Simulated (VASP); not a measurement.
AgCl (rock salt), at 1.04 of the tabulated volume:

```yaml
crystal:
  lattice:
    - [0.00000, 2.81152, 2.81152]
    - [2.81152, 0.00000, 2.81152]
    - [2.81152, 2.81152, 0.00000]
  atoms:
    - { symbol: Ag, position: [0.00000, 0.00000, 0.00000] }
    - { symbol: Cl, position: [0.50000, 0.50000, 0.50000] }
```

The lowest empty band near Γ, direction [111], from PBE with spin-orbit coupling in VASP (PAW); its two spin partners are averaged. The gap over the points computed is 0.88 eV, and the next band on that side lies 9.93 eV away at the edge.

Run with 400 eV cut-off, 9×9×9 Γ-centred mesh, Gaussian smearing of 0.050 eV, potentials Ag Cl.

```
distance from the edge in k (1/Å)  distance in energy (meV)
---------------------------------  ------------------------
0.018                                                   4.6
0.025                                                   8.8
0.035                                                  17.3
0.050                                                  35.1
0.070                                                  68.1
```

### Question
Fit E(1 + αE) = ħ²k²/2m* (ħ²/2m0 = 3.810 eV Å²) and predict the row at 0.095 1/Å.

### Answer
Least squares on the energies gives the electron mass m* = 0.269 m0 and α = 0.30 per eV, and so 123.4 meV. The run gave 123.4 meV, +0.0 meV from the fit.

Left out are points under 3 meV from the edge, since the levels carry 0.1 meV, and points farther than half the way to the next band.

The compound is AgCl in the rock salt structure. The cell was not relaxed at this level.
